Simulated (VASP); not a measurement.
Given:

```
Be
1.0
    1.14500    -1.98320     0.00000
    1.14500     1.98320     0.00000
    0.00000     0.00000     3.58000
Be
2
Direct
  0.33333   0.66667   0.25000
  0.66667   0.33333   0.75000
```

All values below come from PBE GGA with D4 dispersion, VASP's PBE PAW potentials (set 64) (plane waves; VASP). Settings: 520 eV cut-off, 16×16×9 Γ-centred mesh, first-order Methfessel-Paxton smearing of 0.10 eV, potentials Be.

Energy and stress use the plane-wave basis of the starting cell.

Task: The ions, cell shape and volume are relaxed. Which structure does the run end with?

Result: 
```
Be
1.0
    1.12620    -1.95063     0.00000
    1.12620     1.95063     0.00000
    0.00000     0.00000     3.53777
Be
2
Direct
  0.33333   0.66667   0.25000
  0.66667   0.33333   0.75000
```
Space group P6_3/mmc (194), at a tolerance of 0.03 Å.

Task: How do energy and volume change from the first to the last step?

Result: The energy (σ→0) changes by -5.9 meV/atom and the volume by -4.4 %, in 5 ionic steps.

```json
[
 {"step": "1", "E(σ→0) (eV)": "-7.7551", "max force (eV/Å)": "0.000", "pressure (GPa)": "-5.16", "volume (Å³)": "16.26"},
 {"step": "2", "E(σ→0) (eV)": "-7.7667", "max force (eV/Å)": "0.000", "pressure (GPa)": "-0.74", "volume (Å³)": "15.65"},
 {"step": "3", "E(σ→0) (eV)": "-7.7670", "max force (eV/Å)": "0.000", "pressure (GPa)": "0.00", "volume (Å³)": "15.56"},
 {"step": "4", "E(σ→0) (eV)": "-7.7670", "max force (eV/Å)": "0.000", "pressure (GPa)": "0.12", "volume (Å³)": "15.54"},
 {"step": "5", "E(σ→0) (eV)": "-7.7670", "max force (eV/Å)": "0.000", "pressure (GPa)": "0.09", "volume (Å³)": "15.54"}
]
```

The compound is Be in the hcp structure. This run relaxes it. Symmetry was kept, so distortions that lower it aren't found.
